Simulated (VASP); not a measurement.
Wanted: the native input for a VASP 6.6.1 run.

```yaml
Task: relaxation of cell and atoms
Functional: LDA
Potentials_or_basis: VASP PAW LDA potentials, release 64 (Y_sv, C, F)
Cutoff: 600 eV
k_mesh: 9 × 9 × 4
Occupations: gaussian, width 0.03 eV
Spin: no spin polarisation
Further_INCAR_settings: ALGO = Normal; EDIFF = 1e-06; IBRION = 2; EDIFFG = -0.01; NSW = 90; ISIF = 3
```

The structure of Y2CF2 lies in POSCAR:

```
Y2CF2
1.0
    3.6651000000      0.0000000000      0.0000000000
   -1.8325500000      3.1740697100      0.0000000000
    0.0000000000      0.0000000000      6.2969700000
Y C F
2 1 2
Direct
    0.3333333300      0.6666666700      0.2145000000
    0.6666666700      0.3333333300      0.7855000000
    0.0000000000      0.0000000000      0.0000000000
    0.3333333300      0.6666666700      0.6031000000
    0.6666666700      0.3333333300      0.3969000000
```

The cell comes from a database or a generator and needn't be the stable form of this composition.

The input as run:

INCAR

```
PREC = Accurate
ENCUT = 600
EDIFF = 1E-6
ISMEAR = 0
SIGMA = 0.03
LREAL = False
LASPH = True
NELM = 80
ALGO = Normal
ISIF = 3
LWAVE = False
LCHARG = False
GGA = CA
IBRION = 2
NSW = 90
EDIFFG = -0.01
```

KPOINTS

```
Automatic mesh
0
Gamma
  9 9 4
```

Potentials or basis: VASP PAW LDA potentials, release 64 (Y_sv, C, F).

Launch:

```sh
$ cat potpaw_LDA.64/Y_sv/POTCAR potpaw_LDA.64/C/POTCAR potpaw_LDA.64/F/POTCAR > POTCAR
$ mpirun -np 1 vasp_std > vasp.out
```

Results of the run:

The relaxed volume is 13.93 Å³/atom. The relaxed cell is a = 3.600 Å, b = 3.600 Å, c = 6.208 Å, α = 90.00°, β = 90.00°, γ = 120.00° and the space group after relaxing (to 0.05 Å) is P-3m1 (No. 164). The energy gained by relaxing is 22.0 meV/atom. The ionic steps are 10 and the pressure after relaxing is 0.0 GPa. The largest force after relaxing is 0.009 eV/Å. The band gap on the k mesh is 1.05 eV, indirect (least direct gap 1.19 eV).

Caveat: an odd mesh through Γ misses points on the zone boundary, where band edges often lie.

It took 4.7 min on 1 thread of AMD EPYC 9R45 96-Core Processor (Zen 5) (shared host), peak memory 0.23 GiB.
